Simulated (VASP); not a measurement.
Sc (hcp) relaxed at rising pressure, in one space group throughout; other phases were not tried. The pressures are those reached. Level of theory: PBE GGA, VASP's PBE PAW potentials (set 64) (plane waves; VASP 6.6.1).

```
P (GPa)  V (Å³/atom)   k-mesh
-------  -----------  -------
-0.02         24.639  13×13×7
4.97          22.749  13×13×7
10.05         21.286  13×13×8
20.06         19.234  14×14×8
29.99         17.720  14×14×8
```

A change of mesh leaves a small step in the series.

Fit an equation of state and predict the volume at 45.03 GPa.

Least squares on the third-order Birch-Murnaghan form, P = (3B0/2)(y⁷ − y⁵)[1 + (3/4)(B′ − 4)(y² − 1)] with y = (V0/V)^(1/3), gives V0 = 24.623 Å³/atom, B0 = 55 GPa and B′ = 3.2, and so 16.029 Å³/atom. The run gave 16.021 Å³/atom, -0.0 % from the fit.

Pressures at which the relaxation failed are left out.

The compound is Sc in the hcp structure.
